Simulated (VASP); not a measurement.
Calculation: PBEsol GGA, VASP's PBE PAW potentials (set 64) (plane waves; VASP 6.6.1).

VASP ran on this input.

INCAR:
```
SYSTEM = CdPPd5
PREC = Accurate
ENCUT = 300
EDIFF = 1E-6
NELM = 100
ALGO = Normal
LREAL = .FALSE.
LASPH = .TRUE.
ISMEAR = -1
SIGMA = 0.1
GGA = PS
LMAXMIX = 4
LWAVE = .FALSE.
LCHARG = .FALSE.
ISIF = 2
```

**KPOINTS**
```
Automatic
0
G
7 7 4
```

File POSCAR:
```
CdPPd5
1
    3.8214290000     0.0000000000     0.0000000000
    0.0000000000     3.8214290000     0.0000000000
    0.0000000000     0.0000000000     6.7956260000
Cd P Pd
1 1 5
Direct
  0.5000000000   0.5000000000   0.0000000000
  0.0000000000   0.0000000000   0.5000000000
  0.0000000000   0.0000000000   0.0000000000
  0.5000000000   0.0000000000   0.6992800000
  0.5000000000   0.0000000000   0.3007200000
  0.0000000000   0.5000000000   0.6992800000
  0.0000000000   0.5000000000   0.3007200000
```

POTCAR, in this order: Cd P Pd (PBE.64 set). Program: vasp_std.

The resulting files:

OSZICAR:
```
       N       E                     dE             d eps       ncg     rms          rms(c)
DAV:   1     0.335721744737E+03    0.33572E+03   -0.24138E+04  2440   0.105E+03
DAV:   2    -0.299114768619E+02   -0.36563E+03   -0.34993E+03  2640   0.304E+02
DAV:   3    -0.416812922203E+02   -0.11770E+02   -0.11636E+02  2728   0.602E+01
DAV:   4    -0.418055184710E+02   -0.12423E+00   -0.12416E+00  2648   0.608E+00
DAV:   5    -0.418078228058E+02   -0.23043E-02   -0.23040E-02  2792   0.812E-01    0.251E+01
DAV:   6    -0.401556054993E+02    0.16522E+01   -0.73364E+00  2672   0.193E+01    0.124E+01
DAV:   7    -0.400425818502E+02    0.11302E+00   -0.12997E+00  2672   0.120E+01    0.688E+00
DAV:   8    -0.399679559069E+02    0.74626E-01   -0.77071E-01  2656   0.100E+01    0.257E+00
DAV:   9    -0.399221946677E+02    0.45761E-01   -0.21096E-01  2648   0.454E+00    0.543E-01
DAV:  10    -0.399210849060E+02    0.11098E-02   -0.90180E-03  2656   0.892E-01    0.302E-01
DAV:  11    -0.399211439572E+02   -0.59051E-04   -0.12187E-03  2736   0.233E-01    0.870E-02
DAV:  12    -0.399210606540E+02    0.83303E-04   -0.36682E-04  2728   0.155E-01    0.190E-02
DAV:  13    -0.399210618816E+02   -0.12276E-05   -0.16949E-05  2648   0.318E-02    0.543E-03
DAV:  14    -0.399210618585E+02    0.23019E-07   -0.95353E-07  1648   0.531E-03
   1 F= -.39921062E+02 E0= -.39884182E+02  d E =-.737604E-01
```

**OUTCAR**
```
------------------------ aborting loop because EDIFF is reached ----------------------------------------
  FORCE on cell =-STRESS in cart. coord.  units (eV):
  Direction    XX          YY          ZZ          XY          YZ          ZX
  --------------------------------------------------------------------------------------
  Total        8.9867417      8.9867417      8.2375349      0.0000000      0.0000000     -0.0000000
  in kB      145.0880966    145.0880966    132.9923905      0.0000000      0.0000000     -0.0000000
  external PRESSURE =     141.0561945 kB  Pullay stress =       0.0000000 kB
  volume of cell :       99.24
      direct lattice vectors                 reciprocal lattice vectors
     3.821429000  0.000000000  0.000000000     0.261682214  0.000000000  0.000000000
     0.000000000  3.821429000  0.000000000     0.000000000  0.261682214  0.000000000
     0.000000000  0.000000000  6.795626000     0.000000000  0.000000000  0.147153478
 POSITION                                       TOTAL-FORCE (eV/Angst)
 -----------------------------------------------------------------------------------
      1.91071      1.91071      0.00000         0.000000     -0.000000      0.000000
      0.00000      0.00000      3.39781         0.000000     -0.000000      0.000000
      0.00000      0.00000      0.00000         0.000000     -0.000000      0.000000
      1.91071      0.00000      4.75205        -0.000000     -0.000000      0.178645
      1.91071      0.00000      2.04358         0.000000      0.000000     -0.178645
      0.00000      1.91071      4.75205         0.000000     -0.000000      0.178645
      0.00000      1.91071      2.04358         0.000000     -0.000000     -0.178645
 -----------------------------------------------------------------------------------
    total drift:                                0.000000     -0.000000     -0.000000
  FREE ENERGIE OF THE ION-ELECTRON SYSTEM (eV)
  ---------------------------------------------------
  free  energy   TOTEN  =       -39.9210618585 eV

  energy  without entropy=      -39.8473014181  energy(sigma->0) =      -39.88418164
```
(Selected blocks of OUTCAR.)

At this cut-off the stress carries a Pulay error, which pulls relaxed volumes low.

The structure comes from a computed database's CdPPd5 entry; how it stands against other phases isn't given here. The cell was not relaxed at this level, and its volume differs by -5.9 % from the start's. The electron count is odd and the run is not spin-polarised, which forces a metal.
